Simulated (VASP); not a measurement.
Crystal: TiB2.

```
Ti B
1.0
     3.02593    0.00000    0.00000
    -1.51296    2.62053    0.00000
     0.00000    0.00000    3.22877
Ti B
1 2
Cartesian
  0.0000 0.0000 0.0000
  0.0000 1.7470 1.6144
  1.5130 0.8735 1.6144
```

The cell is a database's computed one.

* Program: VASP 6.6.1
* Task: relaxation of cell and atoms
* Functional: PBEsol
* Potentials or basis: VASP PAW PBE potentials, release 64 (Ti_sv, B_s)
* Cutoff: 480 eV
* k mesh: 15 × 15 × 14
* Occupations: gaussian, width 0.1 eV
* Spin: no spin polarisation

At the start: pressure -4.1 GPa; volume 8.53 Å³/atom.

Where does the relaxation end?

Over 5 steps the energy falls by 2.7 meV/atom and the volume is 8.39 Å³/atom (-1.7 %); space group P6/mmm (No. 191, to 0.05 Å).

Step by step:
| step | energy change (eV) | largest force (eV/Å) | pressure (GPa) | volume (Å³) |
| --- | --- | --- | --- | --- |
| 1 | 0.0000 | 0.0000 | -4.14 | 25.60 |
| 2 | -0.0033 | 0.0000 | 4.09 | 24.79 |
| 3 | -0.0073 | 0.0000 | 0.49 | 25.13 |
| 4 | -0.0081 | 0.0000 | -0.04 | 25.16 |
| 5 | -0.0081 | 0.0000 | 0.00 | 25.16 |

Final structure:
```
Ti B
1.0
     3.01955    0.00000    0.00000
    -1.50977    2.61500    0.00000
     0.00000    0.00000    3.18583
Ti B
1 2
Direct
  0.00000 0.00000 0.00000
  0.33333 0.66667 0.50000
  0.66667 0.33333 0.50000
```

Caveat: the PAW data sets were made with another functional, which shifts forces and pressure a little.
